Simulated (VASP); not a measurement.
An input for Quantum ESPRESSO's pw.x (written as the equivalent of a VASP run, and not itself run):

```
&CONTROL
  calculation = 'scf'
  pseudo_dir = './pseudo'
  outdir = './out'
  tprnfor = .true.
  tstress = .true.
/
&SYSTEM
  ibrav = 0
  nat = 3
  ntyp = 2
  ecutwfc = 84
  occupations = 'tetrahedra'
  input_dft = 'pbe'
/
&ELECTRONS
  conv_thr = 7.3e-09
  electron_maxstep = 100
/
ATOMIC_SPECIES
  Ti 47.867 Ti.upf
  B 10.810 B.upf
CELL_PARAMETERS angstrom
     1.5155073   -2.6249357    0.0000000
     1.5155073    2.6249357    0.0000000
     0.0000000    0.0000000    3.2281552
ATOMIC_POSITIONS crystal
  Ti   0.0000000  0.0000000  0.0000000
  B    0.3333330  0.6666670  0.5000000
  B    0.6666670  0.3333330  0.5000000
K_POINTS automatic
  13 13 11 0 0 0
```

Task: Write the VASP files for the same calculation (PBE).

Result: Several could match; the one computed here: 
KPOINTS:
```
kpoints
0
gamma
13 13 11
0 0 0
```

INCAR:
```
! general
SYSTEM   =  TiB2
PREC     =  Accurate
ENCUT    =  520   ! plane-wave cut-off (eV)
LREAL    =  .FALSE.   ! projection in real space or not
LASPH    =  .TRUE.   ! aspherical one-centre terms

! electronic loop
EDIFF    =  1E-7   ! SCF stop (eV)
NELM     =  100
ALGO     =  Normal
LMAXMIX  =  4   ! l cut-off of mixed one-centre charges

! smearing
ISMEAR   =  -5

! functional
GGA      =  PE

! ions
ISIF     =  2   ! forces and stress, cell fixed

! output
LWAVE    =  .FALSE.
LCHARG   =  .TRUE.
LORBIT   =  11   ! lm-projected
NEDOS    =  601

! other
LEFG     =  .TRUE.
```

**POSCAR**
```
TiB2
1
    1.5155072911    -2.6249356539     0.0000000000
    1.5155072911     2.6249356539     0.0000000000
    0.0000000000     0.0000000000     3.2281552472
Ti B
1 2
Direct
  0.0000000000   0.0000000000   0.0000000000
  0.3333330000   0.6666670000   0.5000000000
  0.6666670000   0.3333330000   0.5000000000
```

POTCAR, in this order: Ti_sv B (PBE.64 set). Program: vasp_std.

Limits of the translation: the potentials are each code's own (VASP's PAW set, PseudoDojo norm-conserving files in pw.x), so ENCUT and ecutwfc are chosen apart and not converted; conv_thr bounds pw.x's estimated SCF error, while EDIFF bounds the energy change between steps; the field gradients of LEFG aren't asked of the other code.

The compound is TiB2 in the AlB2 type structure. It was relaxed first.
